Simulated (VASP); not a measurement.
Output of a VASP run:

### OUTCAR
```
 ion  position               nearest neighbor table
   1  0.000  0.000  0.000-   2 2.39   2 2.39   2 2.39   2 2.39
   2  0.250  0.250  0.250-   1 2.39   1 2.39   1 2.39   1 2.39
  LATTYP: Found a face centered cubic cell.
 ALAT       =     5.5240066730
 Subroutine PRICEL returns:
 Original cell was already a primitive cell.
 Subroutine GETGRP returns: Found 24 space group operations
The static configuration has the point symmetry T_d .
The dynamic configuration has the point symmetry T_d .
 Subroutine INISYM returns: Found 24 space group operations
 Subroutine IBZKPT returns following result:
 Found     29 irreducible k-points:

 Following reciprocal coordinates:
            Coordinates               Weight
  0.000000  0.000000  0.000000      1.000000
  0.125000  0.000000  0.000000      8.000000
  0.250000  0.000000  0.000000      8.000000
  0.375000  0.000000  0.000000      8.000000
  0.500000  0.000000  0.000000      4.000000
  0.125000  0.125000  0.000000      6.000000
  0.250000  0.125000  0.000000     24.000000
  0.375000  0.125000  0.000000     24.000000
  0.500000  0.125000  0.000000     24.000000
 -0.375000  0.125000  0.000000     24.000000
 -0.250000  0.125000  0.000000     24.000000
 -0.125000  0.125000  0.000000     12.000000
  0.250000  0.250000  0.000000      6.000000
  0.375000  0.250000  0.000000     24.000000
  0.500000  0.250000  0.000000     24.000000
 -0.375000  0.250000  0.000000     24.000000
 -0.250000  0.250000  0.000000     12.000000
  0.375000  0.375000  0.000000      6.000000
  0.500000  0.375000  0.000000     24.000000
 -0.375000  0.375000  0.000000     12.000000
  0.500000  0.500000  0.000000      3.000000
  0.375000  0.250000  0.125000     24.000000
  0.500000  0.250000  0.125000     48.000000
 -0.375000  0.250000  0.125000     24.000000
  0.500000  0.375000  0.125000     24.000000
 -0.375000  0.375000  0.125000     48.000000
 -0.250000  0.375000  0.125000     24.000000
 -0.375000  0.500000  0.125000     12.000000
 -0.250000  0.500000  0.250000      6.000000
   k-points           NKPTS =     29   k-points in BZ     NKDIM =     29   number of bands    NBANDS=     14
   number of dos      NEDOS =    301   number of ions     NIONS =      2
   total plane-waves  NPLWV =  27000
   dimension x,y,z NGX =    30 NGY =   30 NGZ =   30
   dimension x,y,z NGXF=    60 NGYF=   60 NGZF=   60
   ions per type =               1   1
   PREC   = accura    normal or accurate (medium, high low for compatibility)
   ISTART =      0    job   : 0-new  1-cont  2-samecut
   ICHARG =      2    charge: 1-file 2-atom 10-const
   ISPIN  =      1    spin polarized calculation?
   LNONCOLLINEAR =      F non collinear calculations
   LSORBIT =      F    spin-orbit coupling
   INIWAV =      1    electr: 0-lowe 1-rand  2-diag
   ENCUT  =  520.0 eV  38.22 Ry    6.18 a.u.   7.26  7.26  7.26*2*pi/ulx,y,z
   NELM   =    100;   NELMIN=  2; NELMDL= -5     # of ELM steps
   EDIFF  = 0.1E-05   stopping-criterion for ELM
   LREAL  =      F    real-space projection
   NLSPLINE    = F    spline interpolate recip. space projectors
   LMAXMIX     =    4 max onsite mixed and CHGCAR
   VOSKOWN=      0    Vosko Wilk Nusair interpolation
   EDIFFG = -.1E-01   stopping-criterion for IOM
   NSW    =     60    number of steps for IOM
   NBLOCK =      1;   KBLOCK =     60    inner block; outer block
   IBRION =      2    ionic relax: 0-MD 1-quasi-New 2-CG
   NFREE  =      1    steps in history (QN), initial steepest desc. (CG)
   ISIF   =      3    stress and relaxation
   ISYM   =      2    0-nonsym 1-usesym 2-fastsym
   TEIN   =    0.0    initial temperature
   TEBEG  =    0.0;   TEEND  =   0.0 temperature during run
   SMASS  =  -3.00    Nose mass-parameter (am)
   PSTRESS=    0.0 pullay stress
   NELECT =      20.0000    total number of electrons
   EFERMI =   0.00;   METHOD = LEGACY
   ISMEAR =     0;   SIGMA  =   0.05  broadening in eV -4-tet -1-fermi 0-gaus
   IALGO  =     38    algorithm
...
```

**OSZICAR**
```
       N       E                     dE             d eps       ncg     rms          rms(c)
DAV:   1     0.180552339844E+03    0.18055E+03   -0.10548E+04   812   0.163E+03
DAV:   2     0.308472010198E+01   -0.17747E+03   -0.17161E+03   902   0.396E+02
DAV:   3    -0.127373334094E+02   -0.15822E+02   -0.15507E+02   958   0.124E+02
DAV:   4    -0.131355066065E+02   -0.39817E+00   -0.39787E+00   890   0.230E+01
DAV:   5    -0.131490279787E+02   -0.13521E-01   -0.13521E-01  1054   0.411E+00    0.835E+00
DAV:   6    -0.112276251016E+02    0.19214E+01   -0.15301E+01  1204   0.355E+01    0.486E+00
DAV:   7    -0.109812562523E+02    0.24637E+00   -0.20975E+00  1000   0.134E+01    0.153E+00
DAV:   8    -0.109843206514E+02   -0.30644E-02   -0.46618E-01   846   0.706E+00    0.135E+00
DAV:   9    -0.109528440892E+02    0.31477E-01   -0.45825E-02   916   0.248E+00    0.234E-01
DAV:  10    -0.109535025350E+02   -0.65845E-03   -0.59229E-03   826   0.648E-01    0.165E-01
DAV:  11    -0.109532230285E+02    0.27951E-03   -0.10105E-03   896   0.318E-01    0.315E-02
DAV:  12    -0.109532230837E+02   -0.55265E-07   -0.83608E-05   920   0.687E-02    0.960E-03
DAV:  13    -0.109532221235E+02    0.96025E-06   -0.91932E-06   888   0.368E-02
   1 F= -.10953222E+02 E0= -.10953221E+02  d E =-.109532E+02
       N       E                     dE             d eps       ncg     rms          rms(c)
DAV:   1    -0.112546779645E+02   -0.30145E+00   -0.86216E+00   998   0.606E+01    0.342E+00
DAV:   2    -0.110102922451E+02    0.24439E+00   -0.12354E+00   854   0.137E+01    0.120E+00
DAV:   3    -0.109664596369E+02    0.43833E-01   -0.21478E-01  1250   0.896E+00    0.554E-01
DAV:   4    -0.109584546738E+02    0.80050E-02   -0.47169E-02   946   0.400E+00    0.106E-01
DAV:   5    -0.109585559291E+02   -0.10126E-03   -0.22297E-03   874   0.544E-01    0.548E-02
DAV:   6    -0.109586099484E+02   -0.54019E-04   -0.48530E-04   860   0.233E-01    0.158E-02
DAV:   7    -0.109586009712E+02    0.89772E-05   -0.39489E-05  1110   0.845E-02    0.128E-02
DAV:   8    -0.109585978023E+02    0.31689E-05   -0.16363E-05   836   0.371E-02    0.172E-03
DAV:   9    -0.109585975425E+02    0.25980E-06   -0.95419E-07   690   0.894E-03
   2 F= -.10958598E+02 E0= -.10958598E+02  d E =-.537542E-02
       N       E                     dE             d eps       ncg     rms          rms(c)
DAV:   1    -0.109859861858E+02   -0.27388E-01   -0.73201E-01   998   0.170E+01    0.103E+00
DAV:   2    -0.109642174243E+02    0.21769E-01   -0.11367E-01   896   0.412E+00    0.360E-01
DAV:   3    -0.109602837215E+02    0.39337E-02   -0.18857E-02  1248   0.246E+00    0.159E-01
DAV:   4    -0.109596600971E+02    0.62362E-03   -0.37578E-03   940   0.114E+00    0.327E-02
DAV:   5    -0.109596717752E+02   -0.11678E-04   -0.17836E-04   860   0.143E-01    0.185E-02
DAV:   6    -0.109596847475E+02   -0.12972E-04   -0.44487E-05   852   0.659E-02    0.346E-03
DAV:   7    -0.109596847555E+02   -0.80549E-08   -0.40598E-06   962   0.260E-02
   3 F= -.10959685E+02 E0= -.10959685E+02  d E =-.646263E-02
```

OUTCAR:
```
------------------------ aborting loop because EDIFF is reached ----------------------------------------
  FORCE on cell =-STRESS in cart. coord.  units (eV):
  Direction    XX          YY          ZZ          XY          YZ          ZX
  --------------------------------------------------------------------------------------
  Total        0.0024928      0.0024928      0.0024928     -0.0000000      0.0000000     -0.0000000
  in kB        0.0923657      0.0923657      0.0923657     -0.0000000      0.0000000     -0.0000000
  external PRESSURE =       0.0923657 kB  Pullay stress =       0.0000000 kB
  volume of cell :       43.24
      direct lattice vectors                 reciprocal lattice vectors
    -0.000000000  2.785799733  2.785799733    -0.179481674  0.179481674  0.179481674
     2.785799733 -0.000000000  2.785799733     0.179481674 -0.179481674  0.179481674
     2.785799733  2.785799733 -0.000000000     0.179481674  0.179481674 -0.179481674
 POSITION                                       TOTAL-FORCE (eV/Angst)
 -----------------------------------------------------------------------------------
      0.00000      0.00000      0.00000         0.000000      0.000000      0.000000
      1.39290      1.39290      1.39290        -0.000000     -0.000000     -0.000000
 -----------------------------------------------------------------------------------
    total drift:                                0.000000      0.000000      0.000000
  FREE ENERGIE OF THE ION-ELECTRON SYSTEM (eV)
  ---------------------------------------------------
  free  energy   TOTEN  =       -10.9596847555 eV

  energy  without entropy=      -10.9596847252  energy(sigma->0) =      -10.95968474

 reached required accuracy - stopping structural energy minimisation
```
(Selected blocks of OUTCAR.)

File POSCAR:
```
PbO
1
   -0.0000000000     2.7620033365     2.7620033365
    2.7620033365    -0.0000000000     2.7620033365
    2.7620033365     2.7620033365     0.0000000000
Pb O
1 1
Direct
  0.0000000000   0.0000000000   0.0000000000
  0.2500000000   0.2500000000   0.2500000000
```

Problem. Reconstruct the remaining input files.

Solution. This is not unique; one that fits is the input of the run itself, PBEsol GGA, plane waves, VASP's PBE PAW potentials (set 64).

INCAR:
```
# general
SYSTEM  = PbO
PREC    = Accurate
ENCUT   = 520
LREAL   = .FALSE.
LASPH   = .TRUE.

# electronic loop
EDIFF   = 1E-6
NELM    = 100
ALGO    = Normal
LMAXMIX = 4

# smearing
ISMEAR  = 0
SIGMA   = 0.05

# functional
GGA     = PS

# ions
IBRION  = 2
NSW     = 60
ISIF    = 3
EDIFFG  = -0.01

# output
LWAVE   = .FALSE.
LCHARG  = .FALSE.
```

**KPOINTS**
```
Regular mesh
0
G
8 8 8
```

POTCAR, in this order: Pb_d O (PBE.64 set). Program: vasp_std.

Energy and stress use the plane-wave basis of the starting cell.

The structure was generated: PbO was put into the zinc blende type (F-43m), which need not be its known phase. This run relaxes it. Symmetry was kept, so distortions that lower it aren't found. The start is the result of an earlier pass.
